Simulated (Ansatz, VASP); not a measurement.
# Cross-check of GaHNF (F-GaN-H chair bilayer, AB) between VASP and Ansatz

Aim: how closely do two programs agree when they are given the same cell, functional and k mesh? Of the first pair: The structure shown is the start of the Ansatz relaxation below; VASP solves that cell, so the two are compared at the walk's first step.

Main program and level: Ansatz 0.2.0; plane waves, with VASP 6.6.1 beside it; single point at PBE with D3(BJ).

## 1. Set-up

The cell holds 8 atoms: 2 H, 2 N, 2 Ga and 2 F. Cell: a = 3.184 Å, b = 3.185 Å, c = 42.613 Å, α = 90.0°, β = 90.0°, γ = 120.0°. Vacuum lies along c. The height across the vacuum is the one that the program set for its solve, not the one typed.

## 2. Ansatz: relaxation, PBE with D3(BJ)

Ansatz runs on its default PAW (the set named soft_2) files.

The two programs are compared at the cell with which this relaxation starts, whose forces are those of its first step.

Contents of input.yaml:

```yaml
crystal:
  lattice:
    - [3.1845, 0.0, 0.0]
    - [-1.59225, 2.7578578984, 0.0]
    - [0.0, 0.0, 27.4066666667]
  atoms:
    - { symbol: H, position: [0.6666666667, 0.3333333333, 0.3283872537] }
    - { symbol: "N", position: [0.6666666667, 0.3333333333, 0.3656044758] }
    - { symbol: Ga, position: [0.3333333333, 0.6666666667, 0.3890780832] }
    - { symbol: F, position: [0.3333333333, 0.6666666667, 0.4543906592] }
    - { symbol: H, position: [0.0, 0.0, 0.5456093408] }
    - { symbol: "N", position: [0.0, 0.0, 0.5828265629] }
    - { symbol: Ga, position: [0.6666666667, 0.3333333333, 0.6063001703] }
    - { symbol: F, position: [0.6666666667, 0.3333333333, 0.6716127463] }
  periodic: [true, true, false]
kpoints:
  mp_grid: { grid: [12, 12, 1] }
hamiltonian:
  xc: pbe
  dispersion: d3bj
scf:
  occupations: { method: fermi_dirac, width: 0.05 }
  convergence: { dr2_threshold: 1.0e-09 }
relax:
  f_tol: 0.004
  max_steps: 90
  cell: {}
output:
  write_potential: true
  write_density: true
  volumetric_format: npy
```

Command:

```
$ ansatz run input.yaml --threads 2 --pin off --max-ram 3072MiB --backend cpu --events-out ev --progress --plain --runs-dir out
```

Numbers of over 12 decimals in the logs are rounded to 6 here.

Log:

```text
Warning: crystal.periodic: the lattice vector that does not repeat stood 0.000° off the slab's normal, 27.407 Å along it as the deck builds it. The run solves the slab on a vector along the normal, 42.613 Å long, with every atom where it was (on the deck's vector they left 18.00 Å outside them, and the widest stretch free of ions among them is 2.50 Å). A fractional position that the run reports is one of the run's ce [...]
Warning: relax.cell: scf.convergence.dr2_threshold = 1e-9 eV is looser than the 2.12416424452e-10 eV advised for a relaxation that steers and ends on the stress (1e-10 eV for each atom of the cell: 8, times the square of relax.cell.stress_2d_tol = 0.05 N/m over 19.4 Å (the atoms' height at the walk's start and 5 Å past either face), 2.576e-2 GPa, over a crystal's default 0.05). What an SCF threshold leaves in a stress goes as its square root, and in the free energy as the threshold itself, and one threshold admits the most on a small cell: [figures from the program's tests cut] Set scf.convergence.dr2_threshold to 2.12416424452e-10 eV or tighter. [rest of the remark cut]
crystal.periodic: the lattice vector that does not repeat stood 0.000° off the slab's normal, 27.407 Å along it as the deck builds it. The run solves the slab on a vector along the normal, 42.613 Å long, with every atom where it was (on the deck's vector they left 18.00 Å outside them, and the widest stretch free of ions among them is 2.50 Å). A fractional position that the run reports is one of the run's cell, which [...]
Engine: ansatz 0.2.0, aarch64-unknown-linux-gnu
Pseudopotentials: kind: paw
Pseudopotential: H, paw, valence charge 1, recommended cutoff 420 eV (normal), H.paw.azcp
Pseudopotential: N, paw, valence charge 5, recommended cutoff 420 eV (normal), N.paw.azcp
Pseudopotential: Ga, paw, valence charge 13, recommended cutoff 420 eV (normal), Ga.paw.azcp
[...]
SCF iter   3: F=—  HF=-9985.795187 eV  |F-HF|=—  |Δ(HF+E_count)|=   9.34e-5  Δρ=1.63e-5  dr2=2.88e-5  ethr=2.30e-7  ⟨swp⟩=2.1  Hψ=751  notcnv=0
SCF iter   4: F=—  HF=-9985.795174 eV  |F-HF|=—  |Δ(HF+E_count)|=   1.23e-5  Δρ=1.03e-5  dr2=9.98e-6  ethr=5.54e-8  ⟨swp⟩=1.4  Hψ=660  notcnv=0
SCF iter   5: F=—  HF=-9985.795244 eV  |F-HF|=—  |Δ(HF+E_count)|=   6.97e-5  Δρ=1.18e-5  dr2=1.23e-5  ethr=1.92e-8  ⟨swp⟩=1.8  Hψ=711  notcnv=0
SCF iter   6: F=—  HF=-9985.795261 eV  |F-HF|=—  |Δ(HF+E_count)|=   1.68e-5  Δρ=3.10e-6  dr2=4.87e-7  ethr=1.92e-8  ⟨swp⟩=1.3  Hψ=646  notcnv=0
SCF iter   7: F=—  HF=-9985.795270 eV  |F-HF|=—  |Δ(HF+E_count)|=   9.62e-6  Δρ=1.14e-6  dr2=5.50e-8  ethr=9.36e-10  ⟨swp⟩=2.1  Hψ=800  notcnv=0
SCF iter   8: F=—  HF=-9985.795271 eV  |F-HF|=—  |Δ(HF+E_count)|=   6.12e-7  Δρ=8.39e-7  dr2=1.04e-8  ethr=1.06e-10  ⟨swp⟩=1.9  Hψ=805  notcnv=0
SCF iter   9: F=—  HF=-9985.795274 eV  |F-HF|=—  |Δ(HF+E_count)|=   3.01e-6  Δρ=2.50e-7  dr2=2.99e-9  ethr=2.00e-11  ⟨swp⟩=2.2  Hψ=815  notcnv=0
iter 10 met the thresholds in force, and the SCF goes on: an eigenvalue changes by 3.53 meV, over its tolerance of 1.19 meV (output.eigenvalues, Limitations)
SCF iter  10: F=-9985.795275 eV  HF=-9985.795275 eV  |F-HF|=6.31e-8  |Δ(HF+E_count)|=   5.32e-7  Δρ=1.33e-7  dr2=5.12e-10  ethr=1.92e-12  ⟨swp⟩=18.6  Hψ=5376  notcnv=0
SCF iter  11: F=-9985.795275 eV  HF=-9985.795275 eV  |F-HF|=1.86e-9  |Δ(HF+E_count)|=   6.18e-8  Δρ=6.66e-8  dr2=4.21e-11  ethr=1.00e-12  ⟨swp⟩=9.9  Hψ=4263  notcnv=0
SCF 13 converged in 11 iterations: F = -9985.795275 eV  dr2 = 4.21e-11
relax step  13: F+E_penalty+E_count = -9985.79527467 eV  Δ(F+E_penalty+E_count) = -1.301e-3 eV  max|allowed force component| = 3.814e-4 eV/Å  Δτ_max = 0.0000 Å  P = +0.007 N/m  Ω = 389.371 Å³  fix = [c, alpha, beta]  reactions: c +0.000 N/m  stress off target by 6.64e-3 N/m on what of the cell is left free  SCF on the basis re-selected at this cell (its energy is not comparable with the rows above)  (11 SCF iters)
basis re-selected at this cell: Δ(F+E_penalty+E_count) = -1.301e-3 eV, ΔP = +0.011 N/m vs the last step (what re-selecting the basis moved, of the pressure what is left beyond the Pulay correction that the steps carried, after the strain that the cell walked since its last selection, with what the two solves' SCF thresholds leave and, on support functions, any second-order correction that the steps lacked; it is no m [...]
WARN: The output density's exchange-correlation potential varies sharply where the density is thin. Do not read a vacuum level from v_tot or v_xc, or from such a field of the output density. On a cell that repeats whose density bears no net charge and no dipole along the vacuum's axis use v_es (v_loc + v_h of the components); under efield.dipole_correction with no amplitude use v_es + v_field, which holds any externa [...]
SCF converged after 11 iterations
an eigenvalue changed by more than its tolerance at an iteration that met the thresholds in force, so the SCF went on 1 time: the last check found none over its tolerance
Free energy (F): -9985.795275 eV
Harris-Foulkes:  -9985.795275 eV  (|F-HF|=1.86e-9)
Internal energy: -9985.781672 eV  (E = F + TS)
E sigma→0 (E₀):  -9985.788473 eV
Entropy (-TS):   -0.013603 eV (-1.700 meV/atom)
Fermi energy:    -6.413236 eV
--- Per-component energies (eV) ---
  E_band       = -871.074556
  E_kinetic    = 930.906781
  E_local      = -206524.175788  (includes V_loc(G=0)·N_el)
  E_nonlocal   = 1101.387271
  E_hartree    = 102562.559134
  E_xc         = -431.719447
  E_vxc        = -491.306546  (∫ρ·V_xc dr)
  E_paw        = -4645.579902  (= ΣΔE_a)
  E_vpaw       = -1013.004398  (= ΣTr[D̂ρ^β])
  E_aug_tail   = 0.001663  (compensation charges beyond the density's cutoff)
  E_ewald      = 97021.567093
  E_disp       = -0.728478  (pairwise vdW)
  E_smearing   = -0.013603  (= −TS)
  E_closure    = 0.000000  (closes the sum)
  Σ components = -9985.795275   (vs F -9985.795275, Δ=0.00e0)
--- Forces (eV/Å), atoms counted from 1 ---
  atom   1  H      0.00000000     0.00000000     0.00003128
  atom   2  N      0.00000000    -0.00000000     0.00012233
  atom   3  Ga     0.00000000     0.00000000     0.00011410
  atom   4  F      0.00000000     0.00000000     0.00013258
  atom   5  H      0.00000000     0.00000000     0.00004108
  atom   6  N     -0.00000000    -0.00000000    -0.00013027
  atom   7  Ga     0.00000000     0.00000000     0.00007284
  atom   8  F     -0.00000000     0.00000000    -0.00038104
  max |Σ_I F_I| component: 2.90e-6 eV/Å
--- 2D stress c σ (N/m, compression-positive) ---
        0.006642      -0.000000      -0.000000
       -0.000000       0.006642      -0.000000
       -0.000000      -0.000000       0.000000
  P = ½ c Tr σ = 0.0066 N/m
--- Band table (eV; the first three rows and the last of 19) ---
  k-point 0: bands = ["-30.4532", "-26.6185", "-25.2671", "-22.6335", "-22.6335", "-22.3795", "-22.3795", "-22.3163", "-21.6634", "-19.0568", "-19.0568", "-18.7986", "-18.7986", "-18.7077", "-16.0146", "-12.5532", "-11.8154", "-10.7892", "-10.7892", "-10.0464", "-10.0464", "-8.1483", "-7.1018", "-6.9926", "-6.9926", "-6.3754", "-6.3754", "-5.3501", "-4.3981", "-3.5538", "-3.2556", "-2.3066", "-2.2365", "-0.6678"]
  k-point 1: bands = ["-30.4446", "-26.6103", "-25.2297", "-22.6220", "-22.6200", "-22.3968", "-22.3801", "-22.2852", "-21.6270", "-19.0455", "-19.0422", "-18.8125", "-18.7993", "-18.6809", "-15.9759", "-12.5315", "-11.8407", "-10.9653", "-10.8381", "-10.3805", "-10.1044", "-8.1836", "-7.2466", "-7.0623", "-6.7849", "-6.5949", "-6.4095", "-5.1525", "-4.2609", "-3.4272", "-2.9948", "-2.1740", "-2.0008", "-0.5529"]
  k-point 2: bands = ["-30.4210", "-26.5879", "-25.1292", "-22.5912", "-22.5779", "-22.4194", "-22.3810", "-22.2188", "-21.5293", "-19.0149", "-18.9972", "-18.8327", "-18.8005", "-18.6194", "-15.8677", "-12.5197", "-12.0058", "-11.5338", "-10.9878", "-10.7684", "-10.2360", "-8.4716", "-7.8260", "-7.2610", "-6.8837", "-6.4838", "-6.1613", "-4.6315", "-3.8659", "-3.0690", "-2.5289", "-1.8080", "-1.4160", "-0.2300"]
  k-point 18: bands = ["-30.3072", "-26.4802", "-24.7187", "-22.5126", "-22.4397", "-22.4152", "-22.3044", "-21.6102", "-21.1301", "-18.9330", "-18.8586", "-18.8413", "-18.6917", "-18.0425", "-15.0913", "-14.4444", "-13.5505", "-12.0404", "-11.4836", "-11.2852", "-11.1266", "-10.6141", "-9.8896", "-8.1142", "-7.2367", "-7.1676", "-1.7525", "-1.6372", "-1.5937", "-1.5680", "-0.4712", "1.1915", "1.3699", "1.5034"]
  the weakly bound empty levels are not read free of the cell's end (no_gap_told)
--- Relaxed structure (11 steps of the walk, 9 accepted, 2 SCFs on fresh bases) ---
  F+E_penalty+E_count = -9985.79527467 eV   max|allowed force component| = 3.814e-4 eV/Å   (the final SCF, on the basis selected at the relaxed cell)
  cell:  # Å, volume = 389.3705 Å³
    - [3.248205, 0, 0]
    - [-1.624103, 2.813028, 0]
    - [0, 0, 42.613333]
  atoms:
    - { symbol: H, position: [0.666667, 0.333333, 0.221426] }
    - { symbol: N, position: [0.666667, 0.333333, 0.245555] }
    - { symbol: Ga, position: [0.333333, 0.666667, 0.260063] }
    - { symbol: F, position: [0.333333, 0.666667, 0.301466] }
    - { symbol: H, position: [-2.3129646347434486e-17, -1.8503717076008887e-17, 0.341215] }
    - { symbol: N, position: [-2.3129646347434486e-17, -1.8503717076008887e-17, 0.365294] }
    - { symbol: Ga, position: [0.666667, 0.333333, 0.380184] }
    - { symbol: F, position: [0.666667, 0.333333, 0.421249] }
```

The column dr2 measures how far the density is from self-consistency, as an energy; F and HF (Harris–Foulkes) agree once it is small.

## 3. VASP: single point, PBE with D3(BJ), start cell, pair 1

The same cell, functional, mesh and smearing now go to VASP, with its own data sets.

Lines of VASP's logs that name or quote its potential files are left out, and so is its time.

Contents of INCAR:

```
SYSTEM = GaHNF
PREC = Accurate
ENCUT = 520
EDIFF = 1E-06
NELM = 120
ISMEAR = -1
SIGMA = 0.05
LREAL = .FALSE.
ALGO = Normal
GGA = PE
IVDW = 12
NBANDS = 34
LORBIT = 11
LWAVE = .FALSE.
LCHARG = .FALSE.
ISIF = 2
LDIPOL = .TRUE.
IDIPOL = 3
DIPOL = 0.5 0.5 0.317
LVHAR = .TRUE.
LASPH = .TRUE.
GGA_COMPAT = .FALSE.
NELMDL = -8
KPAR = 2
```

Contents of POSCAR:

```
GaHNF
1.0
    3.1845000000      0.0000000000      0.0000000000
   -1.5922500000      2.7578580000      0.0000000000
    0.0000000000      0.0000000000     42.6133330000
H N Ga F
2 2 2 2
Direct
    0.6666666667      0.3333333333      0.2112015035
    0.0000000000      0.0000000000      0.3509073792
    0.6666666667      0.3333333333      0.2351376739
    0.0000000000      0.0000000000      0.3748435496
    0.3333333333      0.6666666667      0.2502346625
    0.6666666667      0.3333333333      0.3899405616
    0.3333333333      0.6666666667      0.2922402948
    0.6666666667      0.3333333333      0.4319461939
```

Contents of KPOINTS:

```
Automatic mesh
0
Gamma
12 12 1
0 0 0
```

The projector-augmented-wave data sets are H, N, Ga_d and F (PBE family, release 64).

Command:

```
$ mpirun -np 2 vasp_std
```

Log:

```text
[banner, memory and clock lines left out]
running    2 mpi-ranks, on    1 nodes
 distrk:  each k-point on    1 cores,    2 groups
 distr:  one band on    1 cores,    1 groups

 POSCAR found type information on POSCAR H N GaF
 POSCAR found :  4 types and       8 ions
 LDA part: xc-table for (Slater+PW92), standard interpolation
 POSCAR, INCAR and KPOINTS ok, starting setup
 FFT: planning ... GRIDC
 FFT: planning ... GRID_SOFT
 FFT: planning ... GRID
 WAVECAR not read
 entering main loop
       N       E                     dE             d eps       ncg     rms          rms(c)
DAV:   1     0.501305623770E+03    0.50131E+03   -0.23223E+04  1468   0.141E+03
DAV:   2     0.450667408267E+02   -0.45624E+03   -0.43997E+03  1778   0.349E+02
DAV:   3    -0.425831898258E+02   -0.87650E+02   -0.87013E+02  1504   0.159E+02
DAV:   4    -0.477384108969E+02   -0.51552E+01   -0.51335E+01  1994   0.452E+01
DAV:   5    -0.478044269089E+02   -0.66016E-01   -0.65921E-01  1596   0.459E+00
DAV:   6    -0.478058988557E+02   -0.14719E-02   -0.14715E-02  1916   0.849E-01
DAV:   7    -0.478059293432E+02   -0.30488E-04   -0.30486E-04  1670   0.936E-02
DAV:   8    -0.478059304734E+02   -0.11302E-05   -0.11300E-05  1504   0.183E-02    0.138E+01
DAV:   9    -0.411063939242E+02    0.66995E+01   -0.18790E+01  2186   0.771E+01    0.469E+00
DAV:  10    -0.409959495788E+02    0.11044E+00   -0.31691E+00  1674   0.112E+01    0.384E+00
DAV:  11    -0.411754189957E+02   -0.17947E+00   -0.41903E+00  1988   0.633E+00    0.363E+00
DAV:  12    -0.410036330718E+02    0.17179E+00   -0.56303E+00  2206   0.666E+00    0.192E+00
DAV:  13    -0.409572139456E+02    0.46419E-01   -0.14394E-01  2020   0.302E+00    0.127E+00
DAV:  14    -0.408825972965E+02    0.74617E-01   -0.63599E-02  1980   0.225E+00    0.687E-01
[...]
DAV:  25    -0.408532894616E+02   -0.37820E-04   -0.13754E-05  1626   0.259E-02    0.515E-03
DAV:  26    -0.408533154369E+02   -0.25975E-04   -0.43957E-06  1198   0.156E-02    0.407E-03
DAV:  27    -0.408533432436E+02   -0.27807E-04   -0.30247E-06   996   0.689E-03    0.442E-03
DAV:  28    -0.408533511033E+02   -0.78597E-05   -0.18760E-06  1110   0.991E-03    0.293E-03
DAV:  29    -0.408533579447E+02   -0.68414E-05   -0.11762E-06   940   0.706E-03    0.110E-03
DAV:  30    -0.408533608616E+02   -0.29169E-05   -0.41005E-07   972   0.331E-03    0.512E-04
DAV:  31    -0.408533625476E+02   -0.16860E-05   -0.16786E-07   940   0.238E-03    0.231E-04
DAV:  32    -0.408533633184E+02   -0.77074E-06   -0.81607E-08  1000   0.148E-03
   1 F= -.41550832E+02 E0= -.41544098E+02  d E =-.134667E-01
```

OUTCAR, selected parts (step 3):

```text
ion  position               nearest neighbor table
   1  0.667  0.333  0.211-   3 1.02
   2  0.000  0.000  0.351-   4 1.02
   3  0.667  0.333  0.235-   1 1.02   5 1.95   5 1.95   5 1.95
   4  0.000  0.000  0.375-   2 1.02   6 1.95   6 1.95   6 1.95
   5  0.333  0.667  0.250-   7 1.79   3 1.95   3 1.95   3 1.95
   6  0.667  0.333  0.390-   8 1.79   4 1.95   4 1.95   4 1.95
   7  0.333  0.667  0.292-   5 1.79
   8  0.667  0.333  0.432-   6 1.79

  LATTYP: Found a hexagonal cell.
 ALAT       =     3.1845000000
 C/A-ratio  =    13.3814831214

 Subroutine GETGRP returns: Found  6 space group operations
 (whereof  6 operations were pure point group operations)

The static configuration has the point symmetry C_3v.

 Found     19 irreducible k-points:

   k-points           NKPTS =     19   k-points in BZ     NKDIM =     19   number of bands    NBANDS=     34

   dimension x,y,z NGX =    24 NGY =   24 NGZ =  320
   dimension x,y,z NGXF=    48 NGYF=   48 NGZF=  640

   ENCUT  =  520.0 eV  38.22 Ry    6.18 a.u.   5.92  5.92 79.23*2*pi/ulx,y,z

   NELECT =      52.0000    total number of electrons

 k-points in reciprocal lattice and weights: Automatic mesh
   0.00000000  0.00000000  0.00000000       0.007
   0.08333333 -0.00000000  0.00000000       0.042
   0.16666667  0.00000000  0.00000000       0.042
   0.25000000  0.00000000  0.00000000       0.042
   0.33333333  0.00000000  0.00000000       0.042
   0.41666667  0.00000000  0.00000000       0.042
   0.50000000  0.00000000  0.00000000       0.021
   0.08333333  0.08333333  0.00000000       0.042
   0.16666667  0.08333333  0.00000000       0.083
[...]
0.33333333  0.25000000  0.00000000       0.083
   0.33333333  0.33333333  0.00000000       0.014

 dipolmoment           0.000000      0.000000      0.433450 electrons x Angstroem

 average (electrostatic) potential at core
       1 -45.8136       2 -42.5065       3 -75.0856       4 -71.9066       5 -75.8358
       6 -72.6259       7 -83.9141       8 -80.6424

 E-fermi :  -4.3965

 k-point     1 :       0.0000    0.0000    0.0000
  band No.  band energies     occupation
    ...
     23      -4.9971      1.99999
     24      -4.9971      1.99999
     25      -4.8311      1.99966
     26      -4.4042      1.07737
     27      -4.4042      1.07737
     28      -3.1630      0.00000
     29      -2.3405      0.00000
     30      -1.9235      0.00000
     31      -1.2429      0.00000
     32      -1.1755      0.00000
    ...

 k-point     2 :       0.0833   -0.0000    0.0000
  band No.  band energies     occupation
    ...
     23      -5.3445      2.00000
     24      -5.0890      2.00000
     25      -4.5709      1.94078
     26      -4.5384      1.88952
     27      -4.4244      1.27269
     28      -2.9492      0.00000
     29      -2.1945      0.00000
     30      -1.7849      0.00000
     31      -1.1031      0.00000
     32      -0.8930      0.00000
    ...

 k-point     3 :       0.1667    0.0000    0.0000
  band No.  band energies     occupation
    ...
     22      -6.5795      2.00000
     23      -5.9442      2.00000
     24      -5.3359      2.00000
     25      -4.8197      1.99958
     26      -4.4730      1.64425
     27      -3.9743      0.00043
     28      -2.4092      0.00000
     29      -1.7757      0.00000
     30      -1.3852      0.00000
     31      -0.7360      0.00000
    ...

 Edisp (eV)   -0.69747

  Total       2.50209     2.50209    -2.26740    -0.00000     0.00000    -0.00000
  in kB      10.71162    10.71162    -9.70688    -0.00000     0.00000    -0.00000
  external pressure =        3.91 kB  Pullay stress =        0.00 kB

  energy-cutoff  :      520.00
  volume of cell :      374.25
      direct lattice vectors                 reciprocal lattice vectors
     3.184500000  0.000000000  0.000000000     0.314021039  0.181300125  0.000000000
    -1.592250000  2.757858000  0.000000000     0.000000000  0.362600250  0.000000000
     0.000000000  0.000000000 42.613333000     0.000000000  0.000000000  0.023466834

 POSITION                                       TOTAL-FORCE (eV/Angst)
 -----------------------------------------------------------------------------------
      1.59225      0.91929      9.00000         0.000000     -0.000000     -0.313620
      0.00000      0.00000     14.95333         0.000000     -0.000000     -0.330379
      1.59225      0.91929     10.02000        -0.000000      0.000000      0.180580
      0.00000      0.00000     15.97333        -0.000000     -0.000000      0.025943
     -0.00000      1.83857     10.66333         0.000000      0.000000      0.803879
      1.59225      0.91929     16.61667        -0.000000      0.000000      0.940118
     -0.00000      1.83857     12.45333        -0.000000      0.000000     -0.539209
      1.59225      0.91929     18.40667         0.000000     -0.000000     -0.767310
 -----------------------------------------------------------------------------------
    total drift:                               -0.000000     -0.000005      0.001087

  FREE ENERGIE OF THE ION-ELECTRON SYSTEM (eV)
  ---------------------------------------------------
  free  energy   TOTEN  =       -41.5508318229 eV

  energy  without entropy=      -41.5373650780  energy(sigma->0) =      -41.54409845

 vacuum level on the upper side and lower side of the slab         6.590        -2.341

 total charge
# of ion       s       p       d       tot
------------------------------------------
    1        0.638   0.086   0.000   0.725
    2        0.635   0.086   0.000   0.721
    3        1.231   2.612   0.000   3.843
    4        1.222   2.618   0.000   3.840
    5        0.765   0.869  10.208  11.842
    6        0.762   0.873  10.206  11.840
    7        1.742   4.320   0.000   6.062
    8        1.747   4.282   0.000   6.029
--------------------------------------------------
tot          8.742  15.745  20.414  44.902

[... 3 further parts left out ...]
```

[end of part 1 of 2]

[Lines on the potential files, build, host, timing and source positions are cut from VASP's logs without a mark.]

[Logs are printed without paths, hosts, clocks, repeated set-up lines and the standing remarks that a program may print on its own settings, such as how far it seeks lower states.]

[Hosts, paths, dates, database ids (printed as entryN), source tags and the programs' standing remarks are cut or masked in the printed files.]
